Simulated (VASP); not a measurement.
Runs of VASP 6.6.1 on Ga. It takes space group Cmce (No. 64, orthorhombic). Conventional cell: a = 4.523 Å, b = 7.661 Å, c = 4.524 Å, α = 90.00°, β = 90.00°, γ = 90.00°. Around Ga (site symmetry m) lie 7 Ga at 2.48 to 2.79 Å. 

```csv
level,potentials or basis,k mesh,cutoff (eV),further INCAR settings,gap on the mesh (eV),pressure (GPa),largest force (eV/Å)
r2SCAN,"VASP PAW PBE potentials, release 64 (Ga_d)",9 × 9 × 7,520,ALGO = Normal; EDIFF = 1e-07,none,(a),(b)
PBEsol,"VASP PAW PBE potentials, release 64 (Ga_d)",9 × 9 × 7,600,ALGO = Fast; EDIFF = 1e-07,none,-1.5,0.12
PBEsol,"VASP PAW PBE potentials, release 64 (Ga)",9 × 9 × 7,500,ALGO = Fast; EDIFF = 1e-07,none,-0.9,0.09
PBEsol,"VASP PAW PBE potentials, release 64 (Ga_d)",9 × 9 × 7,700,ALGO = Fast; EDIFF = 1e-07,none,-1.5,0.12
PBEsol,"VASP PAW PBE potentials, release 64 (Ga_d)",12 × 12 × 10,520,ALGO = Fast; EDIFF = 1e-07,none,-1.5,0.15
```

Alike in all rows: task electric field gradients; no spin polarisation; cell as given; smearing fermi-dirac 0.05 eV.

Q: Fill in the values left out.

A: (a) -1.1; (b) 0.13.

Caveats: the PAW data sets were made with another functional, which shifts forces and pressure a little.

A k mesh can miss the band edges, and the runs leave out spin-orbit coupling on Ga.

A gap of «none» marks a metal or a gap under the smearing width.

The runs don't all hold the same shells in valence.

Runs at the PBE level aren't shown here.
